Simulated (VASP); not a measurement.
VASP input:

POSCAR:
```
V2O3
1
    2.4732370000     1.4279240000     4.5005950000
   -2.4732370000     1.4279240000     4.5005950000
    0.0000000000    -2.8558480000     4.5005950000
V O
4 6
Direct
  0.3521600000   0.3521600000   0.3521600000
  0.1478400000   0.1478400000   0.1478400000
  0.6478400000   0.6478400000   0.6478400000
  0.8521600000   0.8521600000   0.8521600000
  0.5561000000   0.9439000000   0.2500000000
  0.2500000000   0.5561000000   0.9439000000
  0.9439000000   0.2500000000   0.5561000000
  0.4439000000   0.0561000000   0.7500000000
  0.7500000000   0.4439000000   0.0561000000
  0.0561000000   0.7500000000   0.4439000000
```

INCAR:
```
! general
SYSTEM   = V2O3
PREC     = Accurate
ENCUT    = 160
LREAL    = .FALSE.
LASPH    = .TRUE.

! electronic loop
EDIFF    = 1E-6   ! SCF stop (eV)
NELM     = 100
ALGO     = Normal   ! blocked Davidson
LMAXMIX  = 4   ! l cut-off of mixed one-centre charges

! smearing
ISMEAR   = -1   ! Fermi-Dirac
SIGMA    = 0.1   ! width (eV)

! functional
GGA      = PE   ! PBE

! spin
ISPIN    = 2   ! spin-polarised
MAGMOM   = 4*2.0 6*0.0

! DFT+U
LDAU     = .TRUE.
LDAUTYPE = 2   ! Dudarev
LDAUL    = 2 -1
LDAUU    = 3.25 0
LDAUJ    = 0 0

! ions
ISIF     = 2   ! forces and stress, cell fixed

! output
LWAVE    = .FALSE.
LCHARG   = .FALSE.
LORBIT   = 11
```

File KPOINTS:
```
Automatic mesh
0
Gamma
6 6 6
0 0 0
```

POTCAR, in this order: V_sv O (PBE.64 set). Program: vasp_std.

Problem. Write an equivalent input for Ansatz.

Solution. One equivalent input (not run):
Ansatz 0.2 input:
```yaml
crystal:
  lattice:
    - [2.4732370, 1.4279240, 4.5005950]
    - [-2.4732370, 1.4279240, 4.5005950]
    - [0.0000000, -2.8558480, 4.5005950]
  atoms:
    - { symbol: V, position: [0.3521600, 0.3521600, 0.3521600], spin: 2 }
    - { symbol: V, position: [0.1478400, 0.1478400, 0.1478400], spin: 2 }
    - { symbol: V, position: [0.6478400, 0.6478400, 0.6478400], spin: 2 }
    - { symbol: V, position: [0.8521600, 0.8521600, 0.8521600], spin: 2 }
    - { symbol: O, position: [0.5561000, 0.9439000, 0.2500000] }
    - { symbol: O, position: [0.2500000, 0.5561000, 0.9439000] }
    - { symbol: O, position: [0.9439000, 0.2500000, 0.5561000] }
    - { symbol: O, position: [0.4439000, 0.0561000, 0.7500000] }
    - { symbol: O, position: [0.7500000, 0.4439000, 0.0561000] }
    - { symbol: O, position: [0.0561000, 0.7500000, 0.4439000] }
kpoints:
  mp_grid: { grid: [6, 6, 6] }
hamiltonian:
  xc: pbe
  pseudopotentials: { kind: paw }
  hubbard:
    sites:
      - { species: V, l: d, u_eff: 3.25 }
magnetization: { spin_polarized: true }
scf:
  occupations: { method: fermi_dirac, width: 0.1 }
  max_iter: 100
output: { forces: true, stress: true, eigenvalues: true }
```
What does not carry over: each code has its own PAW files, so the cut-off isn't converted (ENCUT is set for VASP's; basis.ecutwfc is left out, and Ansatz then takes the one that its files recommend); Ansatz stops its SCF on the density residual and VASP on the energy change (EDIFF); the +U projectors differ, so the same U acts differently.

The structure was generated: V2O3 was put into an ordered model structure, which need not be its known phase. The cell was not relaxed at this level. The run is one of a series of settings (ENCUT = 160 against the base run), some of them coarse on purpose.
